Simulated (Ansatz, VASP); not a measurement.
## Zr2SiC2 in VASP and in Ansatz

```
CELL_PARAMETERS angstrom
-2.30067 2.30067 3.67908
2.30067 -2.30067 3.67908
2.30067 2.30067 -3.67908
ATOMIC_POSITIONS crystal
Zr 0.75000 0.25000 0.50000
Zr 0.25000 0.75000 0.50000
Si 0.50000 0.50000 0.00000
C 0.75785 0.75785 0.00000
C 0.24215 0.24215 0.00000
```

Alike in both runs: functional PBE; k mesh 6 × 6 × 6; occupations gaussian, width 0.1 eV; no spin polarisation.

Ansatz relaxed the structure, and its values are those at the end. VASP's run is a single point on that final structure, the one shown.

|  | VASP | Ansatz |
| --- | --- | --- |
| version | VASP 6.6.1 | Ansatz 0.2.0 |
| potentials or method | VASP PAW PBE potentials, release 64 (Zr_sv, Si, C) | scalar-relativistic, plane waves, PAW |
| plane-wave cutoff (eV) | 520 | 420 |
| valence electrons in the cell | 36 | 36 |

```tsv
	VASP	Ansatz	Ansatz less VASP
gap on the k mesh at the Fermi level (eV)	none	none	-
pressure (GPa)	0.2	0.1	-0.14
rms of the force components (eV/Å)	0.007	0.004	-0.0029
```

A gap of «none» marks a metal or a gap that the smearing closes. With one functional, cell and mesh, what is left measures potentials, basis and numerics.
